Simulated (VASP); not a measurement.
Wanted: the native input for a VASP 6.6.1 run.

```yaml
Task: optical spectrum
Functional: PBE
Potentials_or_basis: VASP PAW PBE potentials, release 64 (Sn_d, Te)
Cutoff: 520 eV
k_mesh: 10 × 10 × 10
Occupations: gaussian, width 0.03 eV
Spin: no spin polarisation
Further_INCAR_settings: ALGO = Fast; EDIFF = 1e-06; NBANDS = 42
```

The structure of SnTe lies in POSCAR:

```
SnTe                                    
1.0
    0.0000000000      3.1448388752      3.1448388752
    3.1448388752      0.0000000000      3.1448388752
    3.1448388752      3.1448388752      0.0000000000
  Sn              Te            
     1     1
Direct
     0.0000000000000000    0.0000000000000000    0.0000000000000000
     0.5000000000000000    0.5000000000000000    0.5000000000000000
```

These files were run (other wordings do the same):

INCAR

```
ALGO = Fast
CSHIFT = 0.05
EDIFF = 1E-6
ENCUT = 520
GGA = PE
ISIF = 2
ISMEAR = 0
KPAR = 4
LASPH = True
LCHARG = False
LOPTICS = True
LREAL = False
LWAVE = False
NBANDS = 42
NEDOS = 2000
NELM = 80
PREC = Accurate
SIGMA = 0.03
```

KPOINTS

```
k-points
0
Gamma
  10 10 10
```

Potentials or basis: VASP PAW PBE potentials, release 64 (Sn_d, Te).

The run is started by

```sh
$ cat potpaw_PBE.64/Sn_d/POTCAR potpaw_PBE.64/Te/POTCAR > POTCAR
$ mpirun -np 4 vasp_std > vasp.out
```

Results of the run:

```yaml
Pressure: 2.6 GPa
Band_gap_on_the_k_mesh: 0.11 eV, direct
```

Caveat: independent-particle spectra lack excitons; spin-orbit coupling is left out, which moves the levels of the heavy elements.

It took 16 s on 4 MPI ranks on Intel(R) Xeon(R) 6975P-C (Granite Rapids) (shared host), peak memory 0.33 GiB a rank.
